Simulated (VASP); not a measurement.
Input:

```yaml
crystal:
  lattice:
    - [0.00000, 2.10500, 2.10500]
    - [2.10500, 0.00000, 2.10500]
    - [2.10500, 2.10500, 0.00000]
  atoms:
    - { symbol: Mg, position: [0.00000, 0.00000, 0.00000] }
    - { symbol: O, position: [0.50000, 0.50000, 0.50000] }
```

Level of theory: PBEsol GGA, VASP's PBE PAW potentials (set 64) (plane waves; VASP). Run with 520 eV cut-off, 10×10×10 Γ-centred mesh, Gaussian smearing of 0.050 eV, potentials Mg O.

Problem. Estimate the energy per atom (σ→0), band gap (on the k-mesh) with the smallest direct gap where there is one.

Solution. 
The band gap (on the k-mesh) is 4.65 eV and the smallest direct gap (on the k-mesh) is 4.65 eV. The energy per atom (σ→0) is -6.256 eV/atom.

Only differences to runs with the same potentials and settings are physical.

The compound is MgO in the rock salt structure. The cell was not relaxed at this level.
